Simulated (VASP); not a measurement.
Shape and ions are relaxed at each volume.

Energy against volume of NiSb (NiAs type). These are PW91 GGA, VASP's PBE PAW potentials (set 64) (plane waves; VASP 6.6.1) values and carry that method's errors.

```
V (Å³/atom)  E (eV/atom)
-----------  -----------
16.640          -5.06317
17.171          -5.08184
17.702          -5.08734
18.233          -5.08179
18.764          -5.06692
```

**Question.** Fit a third-order Birch-Murnaghan equation of state.

**Answer.** 
```json
{
  "volume_per_atom": "17.69 Å³/atom",
  "bulk_modulus": "111 GPa",
  "pressure_derivative_of_the_bulk_modulus": "4.76"
}
```

The compound is NiSb in the NiAs type structure. It was relaxed first. The run is not spin-polarised, so no magnetic state was tried.
